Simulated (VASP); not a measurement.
Here is the system:

```xyz
2
Lattice="1.4680 -2.5426 0.0000 1.4680 2.5426 0.0000 0.0000 0.0000 2.8588" Properties=species:S:1:pos:R:3 pbc="T T T"
W      0.0000     0.0000     0.0000
C      1.4680     0.8475     1.4294
```

Calculation: RPBE GGA, VASP's PBE PAW potentials (set 64) (plane waves; VASP 6.6.1). Settings: 520 eV cut-off, Gaussian smearing of 0.050 eV, potentials W_sv C.

### Question
Give the energies of bands 6 to 12 at the high-symmetry points, in eV from the Fermi level.

### Answer

| band | Γ | M | K | A | L | H |
|---|---|---|---|---|---|---|
| 6 | -4.11 | -6.87 | -6.38 | -8.43 | -6.25 | -6.94 |
| 7 | -3.19 | -3.42 | -4.42 | -1.92 | -4.14 | -5.26 |
| 8 | -3.19 | -3.40 | -3.27 | -1.92 | -4.09 | -1.58 |
| 9 | 0.15 | -0.42 | 0.68 | -0.51 | 0.27 | -0.59 |
| 10 | 3.16 | 2.32 | 1.00 | -0.51 | 4.28 | 4.28 |
| 11 | 3.16 | 4.39 | 2.02 | 3.64 | 5.15 | 6.11 |
| 12 | 5.54 | 4.73 | 3.15 | 4.50 | 6.42 | 7.36 |

It has no gap at this level: it comes out as a metal or semimetal.

The compound is WC in the wc structure. It was relaxed first.
